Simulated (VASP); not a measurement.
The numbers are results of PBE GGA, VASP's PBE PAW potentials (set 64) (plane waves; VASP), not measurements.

VASP ran on this input.

### KPOINTS
```
Automatic
0
G
  11 11 6
```

POSCAR:
```
Tm
1
    1.7228200000    -3.1496580000     0.0000000000
    1.7228200000     3.1496580000     0.0000000000
    0.0000000000     0.0000000000     5.5545180000
Tm
2
Direct
  0.3333330000   0.6666670000   0.2500000000
  0.6723880000   0.3390540000   0.7500000000
```

### INCAR
```
ALGO = Normal
EDIFF = 1E-6
ENCUT = 400
GGA = PE
ISIF = 2
ISMEAR = 1
LASPH = .TRUE.
LCHARG = .FALSE.
LMAXMIX = 6
LREAL = .FALSE.
LWAVE = .FALSE.
NBANDS = 11
NELM = 100
PREC = Accurate
SIGMA = 0.1
SYSTEM = Tm
```

POTCAR, in this order: Tm_3 (PBE.64 set). Program: vasp_std.

### Question
What will the output report for the number of irreducible k-points (NKPTS), largest plane-wave count, number of space-group operations, FFT grid (NGX, NGY, NGZ)?

### Answer

| Item | Result |
|---|---|
| number of irreducible k-points (NKPTS) | 244 |
| largest plane-wave count | 1114 |
| number of space-group operations | 4 |
| FFT grid (NGX, NGY, NGZ) | 24 × 24 × 36 |

The compound is Tm in the hcp structure. The cell was not relaxed at this level, atoms are displaced from their ideal sites. The run is one of a series of settings (NBANDS = 11 against the base run), some of them coarse on purpose. The 4f electrons are frozen in the core of the lanthanide potential, so 4f levels, which can set the real gap, and their magnetism are missing.
